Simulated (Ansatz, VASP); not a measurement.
**MgS (Niningerite) in two plane-wave programs**

Wanted: the spread between two codes on one cell, functional and k mesh. The cell is taken from a series of VASP runs on this material, whose earlier steps may have relaxed, scaled or displaced it; both programs get it as it stands.

Calculated with Ansatz 0.2.0; plane waves, with VASP 6.6.1 beside it; band structure at HSE06 and band structure at PBE0.

## Step 1: The structure

The structure is cubic, space group Fm-3m (No. 225). Conventional cell: a = 5.203 Å, b = 5.203 Å, c = 5.203 Å, α = 90.00°, β = 90.00°, γ = 90.00°. Nearest to S lie 6 Mg at 2.60 Å. Nearest to Mg lie 6 S at 2.60 Å. Farther neighbours and most contacts between anions are not listed.

Structure file:

```xyz
2
Lattice="0.0000 2.6016 2.6016 2.6016 0.0000 2.6016 2.6016 2.6016 0.0000" Properties=species:S:1:pos:R:3 pbc="T T T"
S     2.6016    2.6016    2.6016
Mg    0.0000    0.0000    0.0000
```

## Step 2: VASP: band structure, HSE06

Levels along a path test the potential and the projectors away from the mesh points.

Lines of VASP's logs that name or quote its potential files are left out, and so is its time.

The run reads the wave functions of an earlier VASP run, which isn't shown here.

INCAR reads:

```
SYSTEM = MgS
PREC = Accurate
ENCUT = 350
EDIFF = 1E-06
NELM = 100
ISMEAR = 0
SIGMA = 0.03
LREAL = .FALSE.
ALGO = Normal
LHFCALC = .TRUE.
AEXX = 0.25
GGA = PE
HFSCREEN = 0.2
LASPH = .TRUE.
NBANDS = 10
PRECFOCK = Fast
LORBIT = 11
LWAVE = .FALSE.
LCHARG = .FALSE.
KPAR = 4
```

POSCAR reads:

```
MgS
1.0
    0.0000000000      2.6016500000      2.6016500000
    2.6016500000      0.0000000000      2.6016500000
    2.6016500000      2.6016500000      0.0000000000
S Mg
1 1
Direct
    0.5000000000      0.5000000000      0.5000000000
    0.0000000000      0.0000000000      0.0000000000
```

KPOINTS reads:

```
Automatic mesh
0
Gamma
5 5 5
0 0 0
```

KPOINTS_OPT reads:

```
Line mode
10
Line-mode
Reciprocal
  0.00000000   0.00000000   0.00000000 GAMMA
  0.50000000   0.00000000   0.50000000 X

  0.50000000   0.00000000   0.50000000 X
  0.50000000   0.25000000   0.75000000 W

  0.50000000   0.25000000   0.75000000 W
  0.37500000   0.37500000   0.75000000 K

  0.37500000   0.37500000   0.75000000 K
  0.00000000   0.00000000   0.00000000 GAMMA

  0.00000000   0.00000000   0.00000000 GAMMA
  0.50000000   0.50000000   0.50000000 L

  0.50000000   0.50000000   0.50000000 L
  0.62500000   0.25000000   0.62500000 U

  0.62500000   0.25000000   0.62500000 U
  0.50000000   0.25000000   0.75000000 W

  0.50000000   0.25000000   0.75000000 W
  0.50000000   0.50000000   0.50000000 L

  0.50000000   0.50000000   0.50000000 L
  0.37500000   0.37500000   0.75000000 K

  0.62500000   0.25000000   0.62500000 U
  0.50000000   0.00000000   0.50000000 X
```

Potentials, in the order of the species: S and Mg (PBE family, release 64).

Run with:

```
$ mpirun -np 4 vasp_std
```

Numbers of over 12 decimals in the logs are rounded to 6 here.

The program printed:

```text
[banner, memory and clock lines left out]
running    4 mpi-ranks, on    1 nodes
 distrk:  each k-point on    1 cores,    4 groups
 distr:  one band on    1 cores,    1 groups

 POSCAR found type information on POSCAR S Mg
 POSCAR found :  2 types and       2 ions
 LDA part: xc-table for (Slater+PW92), standard interpolation
 found WAVECAR, reading the header
 POSCAR, INCAR and KPOINTS ok, starting setup
 FFT: planning ... GRIDC
 FFT: planning ... GRID_SOFT
 FFT: planning ... GRID
 reading WAVECAR
 the WAVECAR file was read successfully
 initial charge from wavefunction
 entering main loop
       N       E                     dE             d eps       ncg     rms          rms(c)
DAV:   1    -0.989939744364E+01   -0.98994E+01   -0.63015E-01   202   0.493E+00    0.230E+00
DAV:   2    -0.990157300479E+01   -0.21756E-02   -0.93786E-03   264   0.732E-01    0.173E+00
DAV:   3    -0.989983350898E+01    0.17395E-02   -0.15099E-03   204   0.191E-01    0.105E+00
DAV:   4    -0.989936683246E+01    0.46668E-03   -0.53181E-04   214   0.115E-01    0.618E-01
DAV:   5    -0.989921182540E+01    0.15501E-03   -0.82157E-05   224   0.520E-02    0.352E-01
DAV:   6    -0.989915103896E+01    0.60786E-04   -0.15786E-05   228   0.272E-02    0.193E-01
DAV:   7    -0.989912758490E+01    0.23454E-04   -0.65305E-06   240   0.190E-02    0.102E-01
DAV:   8    -0.989911889074E+01    0.86942E-05   -0.24359E-06   226   0.115E-02    0.526E-02
DAV:   9    -0.989911560904E+01    0.32817E-05   -0.88216E-07   152   0.700E-03    0.273E-02
DAV:  10    -0.989911430508E+01    0.13040E-05   -0.39567E-07   100   0.508E-03    0.136E-02
DAV:  11    -0.989911376902E+01    0.53606E-06   -0.15449E-07   102   0.326E-03
   1 F= -.98991138E+01 E0= -.98991138E+01  d E =-.626731E-12
 Start KPOINTS_OPT (optional k-point list driver)
k-point batch [1-10\100]
       N       E                     dE             ncg
DAV:   1     0.207895473269E+03   -0.13353E+04      200
DAV:   2    -0.842985047538E+02   -0.29219E+03      262
DAV:   3    -0.106956691443E+03   -0.22658E+02      254
DAV:   4    -0.107223760481E+03   -0.26707E+00      250
DAV:   5    -0.107225520455E+03   -0.17600E-02      252
DAV:   6    -0.107225529995E+03   -0.95396E-05      260
DAV:   7    -0.107225530088E+03   -0.92928E-07      220
[...]
k-point batch [91-100\100]
       N       E                     dE             ncg
DAV:   1     0.780403312989E+02   -0.27728E+04      208
DAV:   2    -0.157553705163E+03   -0.23559E+03      282
DAV:   3    -0.170523982517E+03   -0.12970E+02      266
DAV:   4    -0.170666689835E+03   -0.14271E+00      290
DAV:   5    -0.170667394193E+03   -0.70436E-03      302
DAV:   6    -0.170667397672E+03   -0.34790E-05      282
DAV:   7    -0.170667397683E+03   -0.10824E-07      266
```

From OUTCAR (step 2):

```text
ion  position               nearest neighbor table
   1  0.500  0.500  0.500-   2 2.60   2 2.60   2 2.60   2 2.60   2 2.60   2 2.60
   2  0.000  0.000  0.000-   1 2.60   1 2.60   1 2.60   1 2.60   1 2.60   1 2.60

  LATTYP: Found a face centered cubic cell.
 ALAT       =     5.2033000000

 Subroutine GETGRP returns: Found 48 space group operations
 (whereof 48 operations were pure point group operations)

The static configuration has the point symmetry O_h .

 Found     10 irreducible k-points:

   k-points           NKPTS =     10   k-points in BZ     NKDIM =    125   number of bands    NBANDS=     10

   dimension x,y,z NGX =    24 NGY =   24 NGZ =   24
   dimension x,y,z NGXF=    48 NGYF=   48 NGZF=   48

   ENCUT  =  350.0 eV  25.72 Ry    5.07 a.u.   5.61  5.61  5.61*2*pi/ulx,y,z

   NELECT =       8.0000    total number of electrons

 k-points in reciprocal lattice and weights: Automatic mesh
   0.00000000  0.00000000  0.00000000       0.008
   0.20000000  0.00000000  0.00000000       0.064
   0.40000000  0.00000000  0.00000000       0.064
   0.20000000  0.20000000  0.00000000       0.048
   0.40000000  0.20000000  0.00000000       0.192
  -0.40000000  0.20000000  0.00000000       0.192
  -0.20000000  0.20000000  0.00000000       0.096
   0.40000000  0.40000000  0.00000000       0.048
  -0.40000000  0.40000000  0.00000000       0.096
  -0.40000000  0.40000000  0.20000000       0.192

  exchange ACFDT corr.  =         0.00000000  see jH, gK, PRB 81, 115126

 average (electrostatic) potential at core
       1 -82.5381       2 -32.6675

 E-fermi :   3.1902

 k-point     1 :       0.0000    0.0000    0.0000
  band No.  band energies     occupation
      1     -10.9114      2.00000
      2       3.0550      2.00000
      3       3.0550      2.00000
      4       3.0550      2.00000
      5       7.8731      0.00000
      6      12.1825      0.00000
      7      12.1825      0.00000
      8      12.1825      0.00000
      9      14.7709      0.00000
    ...

 k-point     2 :       0.2000    0.0000    0.0000
  band No.  band energies     occupation
      1     -10.5030      2.00000
      2       0.8027      2.00000
      3       2.8064      2.00000
      4       2.8064      2.00000
      5       9.1077      0.00000
      6      12.1005      0.00000
      7      12.3734      0.00000
      8      12.3734      0.00000
      9      14.1698      0.00000
    ...

 k-point     3 :       0.4000    0.0000    0.0000
  band No.  band energies     occupation
      1      -9.6597      2.00000
      2      -1.7987      2.00000
      3       2.4624      2.00000
      4       2.4624      2.00000
      5       8.7319      0.00000
      6      11.2969      0.00000
      7      11.2969      0.00000
      8      14.4943      0.00000
      9      16.0844      0.00000
    ...

  energy-cutoff  :      350.00
  volume of cell :       35.22
      direct lattice vectors                 reciprocal lattice vectors
     0.000000000  2.601650000  2.601650000    -0.192185728  0.192185728  0.192185728
     2.601650000  0.000000000  2.601650000     0.192185728 -0.192185728  0.192185728
     2.601650000  2.601650000  0.000000000     0.192185728  0.192185728 -0.192185728

 POSITION                                       TOTAL-FORCE (eV/Angst)
 -----------------------------------------------------------------------------------
      2.60165      2.60165      2.60165        -0.000000      0.000000      0.000000
      0.00000      0.00000      0.00000         0.000000     -0.000000     -0.000000
 -----------------------------------------------------------------------------------
    total drift:                               -0.000189      0.000390      0.001184

  FREE ENERGIE OF THE ION-ELECTRON SYSTEM (eV)
  ---------------------------------------------------
  free  energy   TOTEN  =        -9.8991137690 eV

  energy  without entropy=       -9.8991137690  energy(sigma->0) =       -9.89911377

 total charge
# of ion       s       p       d       tot
------------------------------------------
    1        1.306   2.522   0.000   3.828
    2        0.131   0.127   0.039   0.297
--------------------------------------------------
tot          1.437   2.649   0.039   4.125

[... 3 further parts left out ...]
```

The k-mesh is coarse for exact exchange; levels may shift by about 0.1 eV on a finer one.

## Step 3: Ansatz: band structure, HSE06

Ansatz runs on its default PAW (the set named soft_2) files.

The same cell, functional, mesh and smearing now go to Ansatz, which takes its cutoff from its data sets.

input.yaml reads:

```yaml
crystal:
  lattice:
    - [0.0, 2.60165, 2.60165]
    - [2.60165, 0.0, 2.60165]
    - [2.60165, 2.60165, 0.0]
  atoms:
    - { symbol: S, position: [0.5, 0.5, 0.5] }
    - { symbol: Mg, position: [0.0, 0.0, 0.0] }
hamiltonian:
  xc: { exchange: pbe, correlation: pbe, exx: { coeff: 0.25, omega: 0.2 } }
  pseudopotentials: { kind: paw }
kpoints:
  mp_grid: { grid: [5, 5, 5] }
  band_path:
    path:
      - [0.0, 0.0, 0.0]
      - [0.5, 0.0, 0.5]
      - [0.5, 0.22222, 0.72222]
      - [0.40278, 0.34722, 0.75]
      - [0.125, 0.125, 0.25]
      - [0.27778, 0.27778, 0.27778]
      - [0.55556, 0.38889, 0.55556]
      - [0.58333, 0.25, 0.66667]
      - [0.5, 0.30556, 0.69444]
      - [0.48611, 0.48611, 0.52778]
      - [0.625, 0.25, 0.625]
      - [0.5, 0.0, 0.5]
    npoints: 1
scf:
  occupations: { method: gaussian, width: 0.03 }
  n_extra_bands: 7
output:
  forces: true
  stress: true
  eigenvalues: true
```

Run with:

```
$ ansatz run input.yaml --threads 4 --pin off --max-ram 9216MiB --backend cpu --events-out ev --progress --plain --runs-dir out
```

The program printed:

```text
Warning: output.stress: scf.convergence.dr2_threshold = 1e-7 eV (the SCF's general default) is looser than the 2e-10 eV advised for a printed stress (1e-10 eV for each atom of the cell: 2). What an SCF threshold leaves in a stress goes as its square root, and in the free energy as the threshold itself, and one threshold admits the most on a small cell: [figures from the program's tests cut] Set scf.convergence.dr2_threshold to 2e-10 eV or tighter. The threshold is an SCF's pass mark: one that does not reach it within its budget of iterations ends unconverged, or closes short of it on a stop that the run arms, and scf.convergence.dr2_threshold's page says what that costs each kind of run
Warning: output.stress: scf.exx.energy_threshold = 1e-6 eV is looser than the 2e-8 eV advised for a stress under a hybrid functional (1e-8 eV for each atom of the cell: 2). Every SCF of the exchange loop can meet its threshold on dr2 while the loop round them stops early: no threshold on dr2 bounds what that leaves in the stress. Set scf.exx.energy_threshold to 2e-8 eV or tighter. The threshold is the loop's pass mark: a loop that does not reach it within its budget of cycles ends unconverged, and scf.exx.energy_threshold's page has the law
scf.n_extra_bands = 7 over 8 filled bands (N_el = 16.0): the run solves 15 bands
Engine: ansatz 0.2.0, aarch64-unknown-linux-gnu
Pseudopotentials: kind: paw
Pseudopotential: S, paw, valence charge 6, recommended cutoff 420 eV (normal), S.paw.azcp
Pseudopotential: Mg, paw, valence charge 10, recommended cutoff 420 eV (normal), Mg.paw.azcp
Functional definition: unnamed
  parameter a_1 = 0.25
  parameter omega_1 = 0.2/angstrom
  exchange = pbe_x + (-a_1)*pbe_x_sr(omega_1) + a_1*exact_x_sr(omega_1)
  correlation = pbe_c
Crystal: 2 atoms, lattice volume = 35.219 Å³
Basis set: ecut = 420 eV, 701 PW (Γ), exchange–correlation on 50×50×50 points (8 copies of the dense FFT grid, shifted against one another)
Bands: 15, of which v1, the nominal top of the filled ones, is band 8 counted from 1 (7 counted from 0)
Symmetry: 48 space group operations
Space group: Fm-3m (ITA 225), of the structure as read, at distance tolerance 3.3e-5 Å
k-points: 10 of 125
Non-local potential: S, projectors of the file, l = 0: 2, l = 1: 2, l = 2: 2
Non-local potential: Mg, projectors of the file, l = 0: 3, l = 1: 2, l = 2: 1
PAW form: soft (Blöchl's): semilocal exchange-correlation on the pseudo side does not see the compensation charge
PAW frozen core: S, regenerated for the run's functional, and the local potential with it (the file was generated under x = pbe(κ = 0.804, μ = 0.219515), c = pbe(β = 0.066725))
PAW frozen core: Mg, regenerated for the run's functional, and the local potential with it (the file was generated under x = pbe(κ = 0.804, μ = 0.219515), c = pbe(β = 0.066725))
PAW one-centre angular grid: S, 110 points (default); XC on 64 Gauss nodes
PAW one-centre angular grid: Mg, 110 points (default); XC on 96 Gauss nodes
Initial density: superposition of atomic densities (neutral atoms: chi_scale 0, normalization atom), corrected by the library's trained network
Initial wavefunctions: pseudopotential atomic-orbital guess
Functional: x = pbe(κ = 0.804, μ = 0.219515), c = pbe(β = 0.066725), warm-up for x = pbe(κ = 0.804, μ = 0.219515) + 0.25 (exact − pbe) at short range (hse, ω = 0.2 Å⁻¹), c = pbe(β = 0.066725)
SCF iter   1: F=—  HF=-2828.732902 eV  |F-HF|=—  |Δ(HF+E_count)|=         —  Δρ=5.44e-4  dr2=1.40e-4  ethr=1.77e-3  ⟨swp⟩=2.7  Hψ=1055  notcnv=0
preconditioner: auto → none  [insulator: Δε(μ)=3.184 eV  Ē_g=14.254 eV  σ=0.030 eV  W_gap=1.00  n_scr=8 (ndim 8)  ℏωp=17.7 eV  f_vac=0.000  D(μ)=0.00/eV (n_scr^D=0)]
iter 2 solved again at ethr=1.87e-8 eV; its pass at ethr=8.75e-7 eV (dr2=2.99e-6 eV) is discarded
SCF iter   2: F=-2828.732708 eV  HF=-2828.732679 eV  |F-HF|=2.88e-5  |Δ(HF+E_count)|=   2.24e-4  Δρ=1.37e-4  dr2=2.98e-6  ethr=1.87e-8  ⟨swp⟩=2.8  Hψ=560  notcnv=0  defer=1
SCF 1 stopped early in 2 iterations: F = -2828.732708 eV  dr2 = 2.98e-6
  greatest PAW one-centre occupation: 1.000 electrons in one spin orbital (limit 2), on the Mg atom at site 1 (counted from 0), in its partial waves of l = 0
Initial density: handed on by an earlier stage of this run
Initial wavefunctions: those handed on with the density
Functional: x = pbe(κ = 0.804, μ = 0.219515) + 0.25 (exact − pbe) at short range (hse, ω = 0.2 Å⁻¹), c = pbe(β = 0.066725)
Exchange kernel: α = 0.2500, screened, ω = 0.2000 Å⁻¹, Wigner–Seitz truncation, v(0) = 1121.0294 eV·Å³, q-mesh 5×5×5, nearest image of the exchange supercell L = 18.40 Å, pair-density grid 15×15×15, without the augmentation charges, whose exchange is taken in its separable form by FFT convolution over the k-point mesh (sized by the pseudopotential files, 24×24×24 at the most), smooth part of the exact exchange by density-matrix convolution
Frozen-core exchange: fock
SCF iter   1: F=—  HF=-2829.764833 eV  |F-HF|=—  |Δ(HF+E_count)|=         —  Δρ=4.03e-3  dr2=2.79e-3  ethr=1.86e-7  ⟨swp⟩=7.8  Hψ=790  notcnv=0
preconditioner: auto → none  [insulator: Δε(μ)=4.228 eV  Ē_g=16.047 eV  σ=0.030 eV  W_gap=1.00  n_scr=8 (ndim 8)  ℏωp=17.7 eV  f_vac=0.000  D(μ)=0.00/eV (n_scr^D=0)]
SCF iter   2: F=—  HF=-2829.763237 eV  |F-HF|=—  |Δ(HF+E_count)|=   1.60e-3  Δρ=1.53e-3  dr2=7.09e-4  ethr=1.86e-7  ⟨swp⟩=4.0  Hψ=343  notcnv=0
SCF iter   3: F=—  HF=-2829.763067 eV  |F-HF|=—  |Δ(HF+E_count)|=   1.70e-4  Δρ=1.89e-4  dr2=2.11e-4  ethr=1.86e-7  ⟨swp⟩=3.0  Hψ=310  notcnv=0
SCF iter   4: F=—  HF=-2829.765159 eV  |F-HF|=—  |Δ(HF+E_count)|=   2.09e-3  Δρ=3.40e-4  dr2=3.13e-5  ethr=4.80e-8  ⟨swp⟩=4.0  Hψ=442  notcnv=0
SCF iter   5: F=—  HF=-2829.765147 eV  |F-HF|=—  |Δ(HF+E_count)|=   1.26e-5  Δρ=5.05e-5  dr2=2.54e-6  ethr=4.80e-8  ⟨swp⟩=3.0  Hψ=313  notcnv=0
SCF iter   6: F=-2829.765164 eV  HF=-2829.765163 eV  |F-HF|=9.58e-7  |Δ(HF+E_count)|=   1.61e-5  Δρ=3.53e-5  dr2=4.28e-7  ethr=4.65e-9  ⟨swp⟩=3.3  Hψ=372  notcnv=0
SCF 2 stopped early in 6 iterations: F = -2829.765164 eV  dr2 = 4.28e-7
hybrid outer 1: dexx = +2.265e-3 eV, tail = 2.11e-5 eV
Exchange kernel: α = 0.2500, screened, ω = 0.2000 Å⁻¹, Wigner–Seitz truncation, v(0) = 1121.0294 eV·Å³, q-mesh 5×5×5, nearest image of the exchange supercell L = 18.40 Å, pair-density grid 15×15×15, without the augmentation charges, whose exchange is taken in its separable form by FFT convolution over the k-point mesh (sized by the pseudopotential files, 24×24×24 at the most), smooth part of the exact exchange by density-matrix convolution
Frozen-core exchange: fock
SCF iter   1: F=—  HF=-2829.765115 eV  |F-HF|=—  |Δ(HF+E_count)|=         —  Δρ=3.02e-5  dr2=3.41e-7  ethr=6.60e-7  ⟨swp⟩=3.0  Hψ=312  notcnv=0
preconditioner: auto → none  [insulator: Δε(μ)=4.260 eV  Ē_g=16.054 eV  σ=0.030 eV  W_gap=1.00  n_scr=8 (ndim 8)  ℏωp=17.7 eV  f_vac=0.000  D(μ)=0.00/eV (n_scr^D=0)]
SCF iter   2: F=—  HF=-2829.765115 eV  |F-HF|=—  |Δ(HF+E_count)|=   1.28e-7  Δρ=8.16e-6  dr2=2.02e-8  ethr=2.01e-9  ⟨swp⟩=3.5  Hψ=315  notcnv=0
SCF iter   3: F=-2829.765115 eV  HF=-2829.765115 eV  |F-HF|=3.32e-9  |Δ(HF+E_count)|=   7.74e-8  Δρ=3.22e-6  dr2=2.30e-9  ethr=4.80e-11  ⟨swp⟩=4.3  Hψ=421  notcnv=0  defer=1
SCF 3 converged in 3 iterations: F = -2829.765115 eV  dr2 = 2.30e-9
  Residual-converged pass: ⟨swp⟩=2.0  Hψ=212  notcnv=0  max |occ|·‖R‖ = 2.2e-6 eV (tolerance 2.4e-6 eV)  dr2=2.30e-9  dr2_onsite=1.91e-9  max |Δocc| = 0.0e0
hybrid outer 2: dexx = +7.003e-8 eV, tail = 1.55e-8 eV, Δε = 1.87e-3 eV (about 1.05e-4 eV left of the loop's levels)
NSCF: frozen V_eff on 12 k-points
hybrid SCF converged: 2 outer / 9 inner (+2 warm-up), last move |dexx| = 7.00e-8 eV, tail = 1.55e-8 eV
Stability not checked: this state was not tested for a lower state beside it, because the functional holds exact exchange (a hybrid, or Hartree-Fock), whose exchange loop this test does not read (fock_operator; see scf.lower_state_search)
Free energy (F): -2829.765115 eV
Frozen-core exchange: fock
Harris-Foulkes:  -2829.765115 eV  (|F-HF|=3.32e-9)
Internal energy: -2829.765115 eV  (E = F + TS)
E sigma→0 (E₀):  -2829.765115 eV
Fermi energy:    7.850161 eV
--- Per-component energies (eV) ---
  E_band       = -374.306938
  E_kinetic    = 185.212969
  E_local      = -1665.754018  (includes V_loc(G=0)·N_el)
  E_nonlocal   = 122.631173
  E_hartree    = 593.430877
  E_xc         = -102.935256
  E_vxc        = -102.221530  (∫ρ·V_xc dr)
  E_exx        = -63.231058  (= α·E_x^exact, valence–valence)
  E_paw        = -855.251491  (= ΣΔE_a)
  E_vpaw       = 25.423240  (= ΣTr[D̂ρ^β])
  E_aug_tail   = -0.000002  (compensation charges beyond the density's cutoff)
  E_ewald      = -1043.740020
  E_core_change = -0.128290  (= ΣΔE_core)
  E_smearing   = -0.000000  (= −TS)
  E_closure    = 0.000000  (closes the sum)
  Σ components = -2829.765115   (vs F -2829.765115, Δ=0.00e0)
--- Forces (eV/Å), atoms counted from 1 ---
  atom   1  S      0.00000000    -0.00000000     0.00000000
  atom   2  Mg    -0.00000000     0.00000000    -0.00000000
  max |Σ_I F_I| component: 3.09e-30 eV/Å
--- Stress (GPa, compression-positive) ---
       -0.351764      -0.000000      -0.000000
       -0.000000      -0.351764       0.000000
       -0.000000       0.000000      -0.351764
  P = ⅓ Tr σ = -0.3518 GPa (-3.518 kbar)
--- Band table (eV; the first three rows and the last of 10) ---
  k-point 0: bands = [... 4 lower, -8.2434, 5.7208, 5.7208, 5.7208, 10.5700, 14.8301, 14.8301, 14.8301, ... 3 higher]
  k-point 1: bands = [... 4 lower, -7.8325, 3.4731, 5.4712, 5.4712, 11.7940, 14.7652, 15.0328, 15.0328, ... 3 higher]
  k-point 2: bands = [... 4 lower, -6.9846, 0.8726, 5.1258, 5.1258, 11.4069, 13.9771, 13.9771, 17.2159, ... 3 higher]
  k-point 9: bands = [... 4 lower, -6.4905, 1.6649, 2.7834, 3.8265, 12.0223, 13.8514, 14.4563, 16.9598, ... 3 higher]
```

Run time: 13 s. Hardware: 4 threads of Arm Neoverse V1, shared host; peak memory 0.58 GiB; 48 s of CPU time.

[end of part 1 of 2]

[Lines on the potential files, build, host, timing and source positions are cut from VASP's logs without a mark.]

[Logs are printed without paths, hosts, clocks, repeated set-up lines and the standing remarks that a program may print on its own settings, such as how far it seeks lower states.]

[Hosts, paths, dates, database ids (printed as entryN), source tags and the programs' standing remarks are cut or masked in the printed files.]
